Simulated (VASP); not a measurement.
Crystal: Mo.

```
Mo
1.0
    -1.57342    1.57342    1.57342
     1.57342   -1.57342    1.57342
     1.57342    1.57342   -1.57342
Mo
1
Direct
  0.00000 0.00000 0.00000
```

| Item | Value |
| --- | --- |
| Program | VASP 6.6.1 |
| Task | relaxation of cell and atoms |
| Functional | LDA |
| Potentials or basis | VASP PAW LDA potentials, release 64 (Mo_sv) |
| Cutoff | 600 eV |
| k mesh | 20 × 20 × 20 |
| Occupations | methfessel-paxton, width 0.1 eV |
| Spin | no spin polarisation |

At the start: pressure -8.1 GPa; volume 15.58 Å³/atom.

Q: Where does the relaxation end?

A: Over 4 steps the energy falls by 11.7 meV/atom and the volume is 15.13 Å³/atom (-2.9 %); space group Im-3m (No. 229, to 0.05 Å).

The path:
| step | energy change (eV) | largest force (eV/Å) | pressure (GPa) | volume (Å³) |
| --- | --- | --- | --- | --- |
| 1 | 0.0000 | 0.0000 | -8.09 | 15.58 |
| 2 | 0.0977 | 0.0000 | 29.96 | 13.87 |
| 3 | -0.0117 | 0.0000 | -0.33 | 15.14 |
| 4 | -0.0117 | 0.0000 | -0.03 | 15.13 |

Final structure:
```yaml
crystal:
  lattice:
    - [-1.55807, 1.55807, 1.55807]
    - [1.55807, -1.55807, 1.55807]
    - [1.55807, 1.55807, -1.55807]
  atoms:
    - { symbol: Mo, position: [0.00000, 0.00000, 0.00000] }
```
